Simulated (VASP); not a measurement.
An input for Ansatz (written as the equivalent of a VASP run, and not itself run):

Ansatz 0.2 input:
```yaml
crystal:
  lattice:
    - [5.1887870, 0.0000000, 0.0000000]
    - [0.0000000, 5.1887870, 0.0000000]
    - [0.0000000, 0.0000000, 5.1887870]
  atoms:
    - { symbol: Nb, position: [0.2500000, 0.0000000, 0.5000000] }
    - { symbol: Nb, position: [0.5000000, 0.7500000, 0.0000000] }
    - { symbol: Nb, position: [0.7500000, 0.0000000, 0.5000000] }
    - { symbol: Nb, position: [0.5000000, 0.2500000, 0.0000000] }
    - { symbol: Nb, position: [0.0000000, 0.5000000, 0.7500000] }
    - { symbol: Nb, position: [0.0000000, 0.5000000, 0.2500000] }
    - { symbol: Ga, position: [0.0000000, 0.0000000, 0.0000000] }
    - { symbol: Ga, position: [0.5000000, 0.5000000, 0.5000000] }
kpoints:
  mp_grid: { grid: [4, 4, 4] }
hamiltonian:
  xc: pbesol
  pseudopotentials: { kind: paw }
scf:
  occupations: { method: fermi_dirac, width: 0.1 }
  max_iter: 100
output: { forces: true, stress: true, eigenvalues: true }
```

Q: Translate this input to VASP (INCAR, KPOINTS, POSCAR, choice of POTCAR).

A: Several could match; the one computed here: 
**INCAR**
```
ALGO = Normal
EDIFF = 1E-6
ENCUT = 300
GGA = PS
ISIF = 2
ISMEAR = -1
LASPH = T
LCHARG = F
LMAXMIX = 4
LREAL = F
LWAVE = F
NELM = 100
PREC = Accurate
SIGMA = 0.1
SYSTEM = Nb3Ga
```

POSCAR:
```
Nb3Ga
1
    5.1887870000     0.0000000000     0.0000000000
    0.0000000000     5.1887870000     0.0000000000
    0.0000000000     0.0000000000     5.1887870000
Nb Ga
6 2
Direct
  0.2500000000   0.0000000000   0.5000000000
  0.5000000000   0.7500000000   0.0000000000
  0.7500000000   0.0000000000   0.5000000000
  0.5000000000   0.2500000000   0.0000000000
  0.0000000000   0.5000000000   0.7500000000
  0.0000000000   0.5000000000   0.2500000000
  0.0000000000   0.0000000000   0.0000000000
  0.5000000000   0.5000000000   0.5000000000
```

### KPOINTS
```
Automatic
0
G
4 4 4
0 0 0
```

POTCAR, in this order: Nb_sv Ga_d (PBE.64 set). Program: vasp_std.

The two are equivalent in intent, not identical: each code has its own PAW files, so the cut-off isn't converted (ENCUT is set for VASP's; basis.ecutwfc is left out, and Ansatz then takes the one that its files recommend); Ansatz stops its SCF on the density residual and VASP on the energy change (EDIFF).

The structure comes from a measured Nb3Ga entry of the Crystallography Open Database, whose conditions weren't checked. The cell was not relaxed at this level. The k-mesh is coarse (spacing up to 0.30 per Å, 2π included), so the numbers may not be converged in it. The run is one of a series of settings (KPOINTS 4×4×4 Γ-centred mesh against the base run), some of them coarse on purpose.
